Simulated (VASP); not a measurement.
Energy against volume of NiSi2 (fluorite). All values below come from vdW-DF2, VASP's PBE PAW potentials (set 64) (plane waves; VASP 6.6.1).

```csv
V (Å³/atom),E (eV/atom)
13.652,-3.21566
14.087,-3.23057
14.523,-3.23509
14.959,-3.23076
15.395,-3.21930
```

### Question
Fit a third-order Birch-Murnaghan equation of state.

### Answer

```
Quantity                                         Value
---------------------------------------  -------------
volume per atom                          14.51 Å³/atom
bulk modulus                                   107 GPa
pressure derivative of the bulk modulus           5.20
lattice constant a                         10.553 bohr
```

Measured: a 5.406 Å (computed value off by +3.3 %), as given by Wikipedia, Nickel silicide. The calculation is for a static lattice, while the measured a holds thermal and zero-point effects, which are part of the difference.

The compound is NiSi2 in the fluorite structure. It was relaxed first, which changed the volume by +10 %. The run is not spin-polarised, so no magnetic state was tried.
